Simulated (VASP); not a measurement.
Runs of VASP 6.6.1 on AsH3. The cell holds a molecule in a box, 4 atoms: a = 12.557 Å, b = 13.057 Å, c = 13.557 Å, α = 90.00°, β = 90.00°, γ = 90.00°. 

```csv
level,cutoff (eV),gap on the mesh (eV),largest force (eV/Å)
optB86b-vdW,400,5.81,0.05
PBE+D3(BJ),520,(b),0.09
PBE+D3(BJ),250,5.98,(a)
PBEsol,400,6.02,0.11
RPBE,400,5.92,(c)
```

Alike in all rows: task single point; potentials or basis VASP PAW PBE potentials, release 64 (As, H); no spin polarisation; cell as given; k mesh 1 × 1 × 1; smearing gaussian 0.01 eV.

Q: Estimate the missing entries.

A: (a) 0.08; (b) 6.00; (c) 0.07.

Caveats: the PAW data sets were made with another functional, which shifts forces and pressure a little (some runs).

A k mesh can miss the band edges, and the runs leave out spin-orbit coupling on As.
